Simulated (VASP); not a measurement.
Output of a VASP run:

File OUTCAR:
```
 ion  position               nearest neighbor table
   1  0.500  0.000  0.000-  32 1.90  46 1.90  55 1.90  63 1.90  23 3.07  30 3.07  18 3.08   2 3.10
                            22 3.10   3 3.10   5 3.10   7 3.10   8 3.10  13 3.10  15 3.10   9 3.14
   2  0.750  0.250  0.000-  32 1.90  33 1.90  44 1.90  56 1.90  23 3.04  10 3.07  24 3.09   9 3.09
                            16 3.10   4 3.10   6 3.10  28 3.10   1 3.10   3 3.10  13 3.10  14 3.10
   3  0.750  0.000  0.250-  32 1.90  34 1.90  38 1.90  49 1.90  12 3.05  18 3.05  16 3.10   2 3.10
                            19 3.10  25 3.10   4 3.10   7 3.10  11 3.10   1 3.10  21 3.11   9 3.12
   4  0.000  0.000  0.000-  35 1.90  38 1.90  44 1.90  64 1.90   8 3.10  13 3.10  15 3.10  16 3.10
                            22 3.10  25 3.10  28 3.10  31 3.10   2 3.10   3 3.10   5 3.10   7 3.10
   5  0.250  0.250  0.000-  35 1.90  36 1.90  55 1.90  61 1.90  23 3.09  16 3.10  22 3.10   1 3.10
                            28 3.10   4 3.10   6 3.10   8 3.10  14 3.10  17 3.11  29 3.11   9 3.12
   6  0.500  0.500  0.000-  36 1.90  37 1.90  56 1.90  62 1.90  23 3.06  10 3.07   9 3.07  24 3.09
                             5 3.10  15 3.10   7 3.10   2 3.10  17 3.10  30 3.13  18 3.15
   7  0.750  0.750  0.000-  37 1.90  38 1.90  57 1.90  63 1.90  30 3.07  14 3.10  25 3.10   1 3.10
                            31 3.10   3 3.10   4 3.10   6 3.10  13 3.10  18 3.10  24 3.12  10 3.13
   8  0.250  0.000  0.250-  35 1.90  39 1.90  46 1.90  58 1.90  20 3.05  18 3.07   1 3.10  19 3.10
                             4 3.10  25 3.10   5 3.10  11 3.10  15 3.10  16 3.10  27 3.10   9 3.15
   9  0.502  0.256  0.252-  40 1.81  36 1.89  32 1.92  39 1.93  10 2.98  12 3.01   6 3.07  17 3.08
                             2 3.09   3 3.12  20 3.12   5 3.12  11 3.12   1 3.14   8 3.15
  10  0.744  0.495  0.251-  40 1.90  37 1.90  33 1.91  41 1.95   9 2.98  12 3.05   6 3.07   2 3.07
                            16 3.10  18 3.12  26 3.13  21 3.13   7 3.13  14 3.14
  11  0.500  0.000  0.500-  39 1.90  42 1.90  49 1.90  60 1.90  18 3.05  12 3.05  30 3.06  13 3.10
                             8 3.10  22 3.10   3 3.10  20 3.10   9 3.12  21 3.12  27 3.13  23 3.13
  12  0.745  0.248  0.495-  40 1.86  42 1.88  34 1.89  43 1.96   9 3.01  10 3.05  11 3.05   3 3.05
                            16 3.10  23 3.10  13 3.11  19 3.11  24 3.12  26 3.14
  13  0.750  0.000  0.750-  42 1.90  44 1.90  54 1.90  63 1.90  30 3.04  23 3.07  21 3.09   2 3.10
                            28 3.10   4 3.10  31 3.10   7 3.10  11 3.10  19 3.10   1 3.10  12 3.11
  14  0.000  0.500  0.000-  33 1.90  45 1.90  57 1.90  61 1.90  16 3.10  25 3.10  28 3.10  31 3.10
                             2 3.10   5 3.10   7 3.10  15 3.10  29 3.10  17 3.10  24 3.12  10 3.14
  15  0.250  0.750  0.000-  45 1.90  46 1.90  62 1.90  64 1.90  14 3.10  22 3.10  25 3.10  31 3.10
                             1 3.10   4 3.10   6 3.10   8 3.10  17 3.10  18 3.12  30 3.13  29 3.14
  16  0.000  0.250  0.250-  33 1.90  34 1.90  35 1.90  47 1.90  20 3.04  14 3.10  19 3.10   2 3.10
                            26 3.10   3 3.10   4 3.10   5 3.10   8 3.10  17 3.10  12 3.10  10 3.10
  17  0.250  0.501  0.251-  48 1.83  47 1.89  45 1.90  36 1.91  27 3.07   9 3.08  26 3.09  25 3.09
                            16 3.10  15 3.10  14 3.10  20 3.10   6 3.10   5 3.11  18 3.14
  18  0.502  0.755  0.252-  49 1.85  46 1.89  37 1.93  48 1.95  11 3.05   3 3.05   8 3.07   1 3.08
                            21 3.10   7 3.10  27 3.11  10 3.12  15 3.12  17 3.14   6 3.15
  19  0.000  0.000  0.500-  34 1.90  50 1.90  54 1.90  58 1.90  20 3.04  21 3.08  27 3.09  25 3.10
                            13 3.10  28 3.10  31 3.10  16 3.10   3 3.10   8 3.10  22 3.10  12 3.11
  20  0.245  0.246  0.497-  50 1.86  47 1.88  39 1.89  51 1.93  19 3.04  16 3.04   8 3.05  28 3.08
                            22 3.09  26 3.09  29 3.10  11 3.10  17 3.10   9 3.12
  21  0.754  0.749  0.501-  54 1.87  41 1.88  53 1.90  49 1.92  31 3.07  26 3.07  19 3.08  25 3.08
                            30 3.08  13 3.09  24 3.10  18 3.10   3 3.11  11 3.12  10 3.13
  22  0.250  0.000  0.750-  50 1.90  55 1.90  60 1.90  64 1.90  20 3.09  30 3.09   1 3.10  28 3.10
                             4 3.10  31 3.10   5 3.10  11 3.10  15 3.10  19 3.10  27 3.11  23 3.13
  23  0.505  0.250  0.755-  56 1.85  55 1.90  42 1.90  51 1.92  24 3.03   2 3.04   6 3.06   1 3.07
                            13 3.07   5 3.09  12 3.10  22 3.13  11 3.13  29 3.14
  24  0.748  0.497  0.749-  53 1.86  56 1.88  43 1.89  57 1.93  23 3.03   2 3.09   6 3.09  28 3.09
                            21 3.10  26 3.10  30 3.10  12 3.12  14 3.12   7 3.12  31 3.13
  25  0.000  0.750  0.250-  38 1.90  41 1.90  45 1.90  58 1.90  27 3.07  21 3.08  17 3.09  19 3.10
                             4 3.10  26 3.10   7 3.10   8 3.10  14 3.10  15 3.10   3 3.10
  26  0.000  0.500  0.500-  41 1.90  43 1.90  47 1.90  59 1.90  29 3.03  27 3.07  21 3.07  17 3.09
                            20 3.09  16 3.10  28 3.10  25 3.10  31 3.10  24 3.10  10 3.13  12 3.14
  27  0.247  0.749  0.499-  59 1.88  58 1.88  48 1.91  60 1.92  26 3.07  25 3.07  17 3.07  29 3.08
                            31 3.08  19 3.09   8 3.10  18 3.11  22 3.11  11 3.13  30 3.15
  28  0.000  0.250  0.750-  43 1.90  44 1.90  50 1.90  61 1.90  29 3.05  20 3.08  24 3.09  22 3.10
                             4 3.10  26 3.10   5 3.10  13 3.10  14 3.10  19 3.10   2 3.10
  29  0.245  0.498  0.745-  59 1.86  61 1.89  51 1.96  62 1.96  26 3.03  28 3.05  27 3.08  31 3.08
                            20 3.10  14 3.10   5 3.11  23 3.14  15 3.14
  30  0.504  0.755  0.749-  63 1.85  60 1.89  53 1.93  62 1.94  13 3.04  11 3.06   1 3.07   7 3.07
                            21 3.08  22 3.09  24 3.10  15 3.13   6 3.13  27 3.15
  31  0.000  0.750  0.750-  54 1.90  57 1.90  59 1.90  64 1.90  21 3.07  29 3.08  27 3.08  22 3.10
                            26 3.10   7 3.10  13 3.10  14 3.10  15 3.10  19 3.10   4 3.10  24 3.13
  32  0.625  0.125  0.125-   1 1.90   2 1.90   3 1.90   9 1.92
  33  0.875  0.375  0.125-   2 1.90  14 1.90  16 1.90  10 1.91
  34  0.875  0.125  0.375-  12 1.89   3 1.90  16 1.90  19 1.90
  35  0.125  0.125  0.125-   4 1.90   5 1.90   8 1.90  16 1.90
  36  0.375  0.375  0.125-   9 1.89   6 1.90   5 1.90  17 1.91
  37  0.625  0.625  0.125-   6 1.90   7 1.90  10 1.90  18 1.93
  38  0.875  0.875  0.125-   3 1.90   4 1.90   7 1.90  25 1.90
  39  0.375  0.125  0.375-  20 1.89  11 1.90   8 1.90   9 1.93
  40  0.619  0.371  0.377-   9 1.81  12 1.86  52 1.87  10 1.90
  41  0.875  0.625  0.375-  21 1.88  25 1.90  26 1.90  10 1.95
  42  0.625  0.125  0.625-  12 1.88  11 1.90  13 1.90  23 1.90
  43  0.875  0.375  0.625-  24 1.89  26 1.90  28 1.90  12 1.96
  44  0.875  0.125  0.875-   2 1.90   4 1.90  13 1.90  28 1.90
  45  0.125  0.625  0.125-  17 1.90  15 1.90  14 1.90  25 1.90
  46  0.375  0.875  0.125-  18 1.89   8 1.90  15 1.90   1 1.90
  47  0.125  0.375  0.375-  20 1.88  17 1.89  16 1.90  26 1.90
  48  0.370  0.622  0.372-  17 1.83  52 1.88  27 1.91  18 1.95
...
```

**OSZICAR**
```
...
DAV:   1    -0.486071171780E+03   -0.66711E-02   -0.77698E-01   704   0.235E+00    0.247E-01
RMM:   2    -0.486072169155E+03   -0.99738E-03   -0.20090E-02   640   0.358E-01    0.126E-01
RMM:   3    -0.486071988457E+03    0.18070E-03   -0.33547E-03   646   0.138E-01    0.599E-02
RMM:   4    -0.486071991485E+03   -0.30278E-05   -0.83411E-04   649   0.617E-02    0.228E-02
RMM:   5    -0.486072004671E+03   -0.13186E-04   -0.15352E-04   679   0.267E-02    0.152E-02
RMM:   6    -0.486072005706E+03   -0.10349E-05   -0.26178E-05   407   0.122E-02
   7 F= -.48607201E+03 E0= -.48606479E+03  d E =-.903695E-01  mag=     1.0000
       N       E                     dE             d eps       ncg     rms          rms(c)
DAV:   1    -0.486086803857E+03   -0.14799E-01   -0.29761E+00   656   0.462E+00    0.511E-01
RMM:   2    -0.486088548849E+03   -0.17450E-02   -0.62998E-02   640   0.628E-01    0.233E-01
RMM:   3    -0.486087784495E+03    0.76435E-03   -0.11977E-02   642   0.251E-01    0.104E-01
RMM:   4    -0.486087866876E+03   -0.82381E-04   -0.27232E-03   652   0.110E-01    0.473E-02
RMM:   5    -0.486087896599E+03   -0.29723E-04   -0.45660E-04   671   0.494E-02    0.272E-02
RMM:   6    -0.486087901568E+03   -0.49689E-05   -0.96178E-05   648   0.230E-02
   8 F= -.48608790E+03 E0= -.48607741E+03  d E =-.158959E-01  mag=     1.0000
       N       E                     dE             d eps       ncg     rms          rms(c)
DAV:   1    -0.486088202751E+03   -0.30615E-03   -0.45237E-02   760   0.569E-01    0.635E-02
RMM:   2    -0.486088226035E+03   -0.23284E-04   -0.93563E-04   640   0.768E-02    0.294E-02
RMM:   3    -0.486088211409E+03    0.14627E-04   -0.17315E-04   641   0.303E-02    0.128E-02
RMM:   4    -0.486088212320E+03   -0.91153E-06   -0.40039E-05   474   0.135E-02
   9 F= -.48608821E+03 E0= -.48607816E+03  d E =-.162066E-01  mag=     1.0000
       N       E                     dE             d eps       ncg     rms          rms(c)
DAV:   1    -0.486091435665E+03   -0.32243E-02   -0.56325E-01   672   0.200E+00    0.224E-01
RMM:   2    -0.486091992743E+03   -0.55708E-03   -0.12419E-02   640   0.281E-01    0.108E-01
RMM:   3    -0.486091847491E+03    0.14525E-03   -0.20439E-03   642   0.109E-01    0.489E-02
RMM:   4    -0.486091850245E+03   -0.27539E-05   -0.52648E-04   648   0.489E-02    0.186E-02
RMM:   5    -0.486091858131E+03   -0.78856E-05   -0.93354E-05   612   0.210E-02
  10 F= -.48609186E+03 E0= -.48608001E+03  d E =-.364581E-02  mag=     1.0000
       N       E                     dE             d eps       ncg     rms          rms(c)
DAV:   1    -0.486091862445E+03   -0.12199E-04   -0.67051E-04   736   0.698E-02    0.845E-03
RMM:   2    -0.486091863210E+03   -0.76569E-06   -0.14994E-05   378   0.993E-03    0.447E-03
RMM:   3    -0.486091863020E+03    0.19062E-06   -0.16279E-06   376   0.328E-03    0.269E-03
RMM:   4    -0.486091862855E+03    0.16484E-06   -0.67578E-08   132   0.148E-03
  11 F= -.48609186E+03 E0= -.48608008E+03  d E =-.365053E-02  mag=     1.0000
       N       E                     dE             d eps       ncg     rms          rms(c)
DAV:   1    -0.486092556741E+03   -0.69372E-03   -0.97759E-02   656   0.836E-01    0.836E-02
RMM:   2    -0.486092610192E+03   -0.53451E-04   -0.17091E-03   640   0.104E-01    0.396E-02
RMM:   3    -0.486092591980E+03    0.18212E-04   -0.33813E-04   646   0.416E-02    0.171E-02
RMM:   4    -0.486092594997E+03   -0.30165E-05   -0.77732E-05   611   0.183E-02
  12 F= -.48609259E+03 E0= -.48608023E+03  d E =-.732142E-03  mag=     1.0000
```

### OUTCAR
```
------------------------ aborting loop because EDIFF is reached ----------------------------------------
  FORCE on cell =-STRESS in cart. coord.  units (eV):
  Direction    XX          YY          ZZ          XY          YZ          ZX
  --------------------------------------------------------------------------------------
  Total      -27.8826733    -27.9143543    -27.8990769     -1.7827276     -1.8269807     -1.7377582
  in kB      -66.4937560    -66.5693078    -66.5328748     -4.2513948     -4.3569283     -4.1441532
  external PRESSURE =     -66.5319795 kB  Pullay stress =       0.0000000 kB
  volume of cell :      671.84
      direct lattice vectors                 reciprocal lattice vectors
     8.758331436  0.000000000  0.000000000     0.114176999  0.000000000  0.000000000
     0.000000000  8.758331436  0.000000000     0.000000000  0.114176999  0.000000000
     0.000000000  0.000000000  8.758331436     0.000000000  0.000000000  0.114176999
  FREE ENERGIE OF THE ION-ELECTRON SYSTEM (eV)
  ---------------------------------------------------
  free  energy   TOTEN  =      -486.0925949966 eV

  energy  without entropy=     -486.0678616642  energy(sigma->0) =     -486.08022833

 total charge

# of ion       s       p       d       tot
------------------------------------------
    1        0.695   0.936   0.000   1.631
    2        0.698   0.959   0.000   1.657
    3        0.698   0.959   0.000   1.657
    4        0.698   0.959   0.000   1.657
    5        0.698   0.959   0.000   1.657
    6        0.697   0.961   0.000   1.658
    7        0.698   0.960   0.000   1.658
    8        0.698   0.960   0.000   1.658
    9        0.699   0.952   0.000   1.651
   10        0.699   0.952   0.000   1.650
   11        0.697   0.960   0.000   1.658
   12        0.699   0.952   0.000   1.650
   13        0.698   0.960   0.000   1.658
   14        0.695   0.936   0.000   1.631
   15        0.698   0.960   0.000   1.657
   16        0.698   0.959   0.000   1.657
   17        0.699   0.952   0.000   1.651
   18        0.699   0.952   0.000   1.650
   19        0.695   0.936   0.000   1.631
   20        0.699   0.952   0.000   1.651
   21        0.699   0.952   0.000   1.651
   22        0.698   0.960   0.000   1.657
   23        0.699   0.952   0.000   1.650
   24        0.699   0.952   0.000   1.651
   25        0.698   0.960   0.000   1.657
   26        0.697   0.961   0.000   1.658
   27        0.699   0.952   0.000   1.650
   28        0.698   0.960   0.000   1.657
   29        0.699   0.952   0.000   1.650
   30        0.699   0.952   0.000   1.651
   31        0.698   0.960   0.000   1.658
   32        0.830   1.693   0.000   2.523
   33        0.830   1.691   0.000   2.521
   34        0.830   1.691   0.000   2.521
   35        0.830   1.702   0.000   2.532
   36        0.833   1.712   0.000   2.545
   37        0.833   1.713   0.000   2.546
   38        0.830   1.703   0.000   2.533
   39        0.833   1.711   0.000   2.544
   40        0.816   1.621   0.000   2.437
   41        0.833   1.712   0.000   2.545
   42        0.833   1.713   0.000   2.546
   43        0.833   1.712   0.000   2.545
   44        0.830   1.703   0.000   2.533
   45        0.830   1.693   0.000   2.523
   46        0.830   1.691   0.000   2.521
   47        0.833   1.712   0.000   2.545
   48        0.816   1.621   0.000   2.437
...
```
(Selected blocks of OUTCAR.)

POSCAR:
```
C33Si31
1
    8.7583314356     0.0000000000     0.0000000000
    0.0000000000     8.7583314356    -0.0000000000
   -0.0000000000    -0.0000000000     8.7583314356
Si C
31 33
Direct
  0.5000000000   0.0000000000   0.0000000000
  0.7500000000   0.2500000000   0.0000000000
  0.7500000000   0.0000000000   0.2500000000
  0.0000000000   0.0000000000   0.0000000000
  0.2500000000   0.2500000000   0.0000000000
  0.5000000000   0.5000000000   0.0000000000
  0.7500000000   0.7500000000   0.0000000000
  0.2500000000   0.0000000000   0.2500000000
  0.5023210000   0.2556390000   0.2515680000
  0.7443200000   0.4950950000   0.2507830000
  0.5000000000   0.0000000000   0.5000000000
  0.7451240000   0.2475020000   0.4952490000
  0.7500000000   0.0000000000   0.7500000000
  0.0000000000   0.5000000000   0.0000000000
  0.2500000000   0.7500000000   0.0000000000
  0.0000000000   0.2500000000   0.2500000000
  0.2495340000   0.5005020000   0.2508780000
  0.5017060000   0.7554790000   0.2524830000
  0.0000000000   0.0000000000   0.5000000000
  0.2445250000   0.2455440000   0.4970800000
  0.7537180000   0.7494700000   0.5012080000
  0.2500000000   0.0000000000   0.7500000000
  0.5046120000   0.2502240000   0.7550110000
  0.7477730000   0.4970010000   0.7488680000
  0.0000000000   0.7500000000   0.2500000000
  0.0000000000   0.5000000000   0.5000000000
  0.2467700000   0.7485650000   0.4992440000
  0.0000000000   0.2500000000   0.7500000000
  0.2448210000   0.4976280000   0.7448060000
  0.5043120000   0.7546730000   0.7494530000
  0.0000000000   0.7500000000   0.7500000000
  0.6250000000   0.1250000000   0.1250000000
  0.8750000000   0.3750000000   0.1250000000
  0.8750000000   0.1250000000   0.3750000000
  0.1250000000   0.1250000000   0.1250000000
  0.3750000000   0.3750000000   0.1250000000
  0.6250000000   0.6250000000   0.1250000000
  0.8750000000   0.8750000000   0.1250000000
  0.3750000000   0.1250000000   0.3750000000
  0.6194760000   0.3708670000   0.3766670000
  0.8750000000   0.6250000000   0.3750000000
  0.6250000000   0.1250000000   0.6250000000
  0.8750000000   0.3750000000   0.6250000000
  0.8750000000   0.1250000000   0.8750000000
  0.1250000000   0.6250000000   0.1250000000
  0.3750000000   0.8750000000   0.1250000000
  0.1250000000   0.3750000000   0.3750000000
  0.3696710000   0.6215410000   0.3722810000
  0.6250000000   0.8750000000   0.3750000000
  0.1250000000   0.1250000000   0.6250000000
  0.3790660000   0.3693880000   0.6206950000
  0.4976020000   0.5004570000   0.4955750000
  0.6282760000   0.6215820000   0.6243370000
  0.8750000000   0.8750000000   0.6250000000
  0.3750000000   0.1250000000   0.8750000000
  0.6250000000   0.3750000000   0.8750000000
  0.8750000000   0.6250000000   0.8750000000
  0.1250000000   0.8750000000   0.3750000000
  0.1250000000   0.6250000000   0.6250000000
  0.3750000000   0.8750000000   0.6250000000
  0.1250000000   0.3750000000   0.8750000000
  0.3750000000   0.6250000000   0.8750000000
  0.6250000000   0.8750000000   0.8750000000
  0.1250000000   0.8750000000   0.8750000000
```

### Question
Write an INCAR and KPOINTS that could have produced this output.

### Answer
One answer among several that fit: the input of the run itself, PBE GGA, plane waves, VASP's PBE PAW potentials (set 64).

### INCAR
```
# general
SYSTEM   =  C33Si31
PREC     =  Normal
ENCUT    =  400   # plane-wave cut-off (eV)
LREAL    =  Auto
LASPH    =  T
ISYM     =  0
NELECT   =  255.0

# electronic loop
EDIFF    =  1E-5   # SCF stop (eV)
NELM     =  100   # most electronic steps
NELMIN   =  4
ALGO     =  Fast   # Davidson, then RMM-DIIS

# smearing
ISMEAR   =  0   # Gaussian
SIGMA    =  0.05   # width (eV)

# functional
GGA      =  PE   # PBE

# spin
ISPIN    =  2   # spin-polarised
MAGMOM   =  64*0.0156
NUPDOWN  =  1

# ions
IBRION   =  2
NSW      =  60   # most ionic steps
ISIF     =  2
EDIFFG   =  -0.03

# output
LWAVE    =  T
LCHARG   =  F
LORBIT   =  10
```

**KPOINTS**
```
Automatic mesh
0
Gamma
 1 1 1
0 0 0
```

POTCAR, in this order: Si C (PBE.64 set). Program: vasp_gam.

At this cut-off the stress carries a Pulay error, which pulls relaxed volumes low. The cell is charged, with a uniform compensating background. The supercell is sampled at Γ alone, which is coarse: total energies, pressure and levels can be off, energies of defects by several tenths of an eV.

The cell is a supercell with a defect, built from SiC (zinc blende): C_Si, charge +1.
